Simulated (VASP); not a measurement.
Output of a VASP run:

File OSZICAR:
```
       N       E                     dE             d eps       ncg     rms          rms(c)
DAV:   1     0.316975773644E+03    0.31698E+03   -0.14932E+04   720   0.173E+03
DAV:   2     0.221188576634E+02   -0.29486E+03   -0.28496E+03   800   0.455E+02
DAV:   3    -0.813031098859E+01   -0.30249E+02   -0.29878E+02   842   0.158E+02
DAV:   4    -0.910439162042E+01   -0.97408E+00   -0.97219E+00   774   0.297E+01
DAV:   5    -0.913569486441E+01   -0.31303E-01   -0.31302E-01   812   0.554E+00    0.769E+00
DAV:   6    -0.727186549875E+01    0.18638E+01   -0.99836E+00   920   0.260E+01    0.280E+00
DAV:   7    -0.725967396934E+01    0.12192E-01   -0.46600E-01   724   0.464E+00    0.157E+00
DAV:   8    -0.725929364116E+01    0.38033E-03   -0.11914E-01   726   0.400E+00    0.491E-01
DAV:   9    -0.725747499440E+01    0.18186E-02   -0.22792E-02   810   0.111E+00    0.110E-01
DAV:  10    -0.725978580575E+01   -0.23108E-02   -0.38984E-03   720   0.665E-01    0.395E-02
DAV:  11    -0.725978787357E+01   -0.20678E-05   -0.23285E-04   756   0.187E-01    0.231E-02
DAV:  12    -0.725982187504E+01   -0.34001E-04   -0.17317E-04   768   0.139E-01    0.169E-02
DAV:  13    -0.725981925281E+01    0.26222E-05   -0.66474E-05   760   0.868E-02    0.695E-03
DAV:  14    -0.725981890043E+01    0.35238E-06   -0.60079E-06   752   0.191E-02    0.104E-03
DAV:  15    -0.725981895597E+01   -0.55548E-07   -0.18806E-07   742   0.367E-03
   1 F= -.72598190E+01 E0= -.72598190E+01  d E =-.264121E-20
```

OUTCAR:
```
------------------------ aborting loop because EDIFF is reached ----------------------------------------
  FORCE on cell =-STRESS in cart. coord.  units (eV):
  Direction    XX          YY          ZZ          XY          YZ          ZX
  --------------------------------------------------------------------------------------
  Total       -1.2784362     -1.2784362     -1.2784362      0.0000000      0.0000000     -0.0000000
  in kB      -37.3464866    -37.3464866    -37.3464866      0.0000000      0.0000000     -0.0000000
  external PRESSURE =     -37.3464866 kB  Pullay stress =       0.0000000 kB
  volume of cell :       54.85
      direct lattice vectors                 reciprocal lattice vectors
     0.000000000  3.015573840  3.015573840    -0.165805922  0.165805922  0.165805922
     3.015573840  0.000000000  3.015573840     0.165805922 -0.165805922  0.165805922
     3.015573840  3.015573840  0.000000000     0.165805922  0.165805922 -0.165805922
 POSITION                                       TOTAL-FORCE (eV/Angst)
 -----------------------------------------------------------------------------------
      0.00000      0.00000      0.00000        -0.000000     -0.000000     -0.000000
      1.50779      1.50779      1.50779        -0.000000      0.000000     -0.000000
      4.52336      4.52336      4.52336         0.000000     -0.000000      0.000000
 -----------------------------------------------------------------------------------
    total drift:                                0.000000     -0.000000      0.000000
  FREE ENERGIE OF THE ION-ELECTRON SYSTEM (eV)
  ---------------------------------------------------
  free  energy   TOTEN  =        -7.2598189560 eV

  energy  without entropy=       -7.2598189560  energy(sigma->0) =       -7.25981896
```
(Selected blocks of OUTCAR.)

### POSCAR
```
PbF2
1
    0.0000000000     3.0155738397     3.0155738397
    3.0155738397     0.0000000000     3.0155738397
    3.0155738397     3.0155738397     0.0000000000
Pb F
1 2
Direct
  0.0000000000   0.0000000000   0.0000000000
  0.2500000000   0.2500000000   0.2500000000
  0.7500000000   0.7500000000   0.7500000000
```

Task: Write an INCAR and KPOINTS that could have produced this output.

Result: Several could match; the one computed here: the input of the run itself, vdW-DF-cx, plane waves, VASP's PBE PAW potentials (set 64).

File KPOINTS:
```
Automatic mesh
0
Gamma
7 7 7
0 0 0
```

**INCAR**
```
SYSTEM = PbF2
PREC = Accurate
ENCUT = 520
EDIFF = 1E-7
NELM = 100
ALGO = Normal
LREAL = .FALSE.
LASPH = .TRUE.
ISMEAR = 0
SIGMA = 0.05
GGA = CX
LUSE_VDW = .TRUE.
AGGAC = 0.0
LMAXMIX = 4
LWAVE = .FALSE.
LCHARG = .FALSE.
ISIF = 2
```

POTCAR, in this order: Pb_d F (PBE.64 set). Program: vasp_std.

The compound is PbF2 in the fluorite structure, the β form. This cell is one point of a volume scan, at 1.06 of the reference volume.
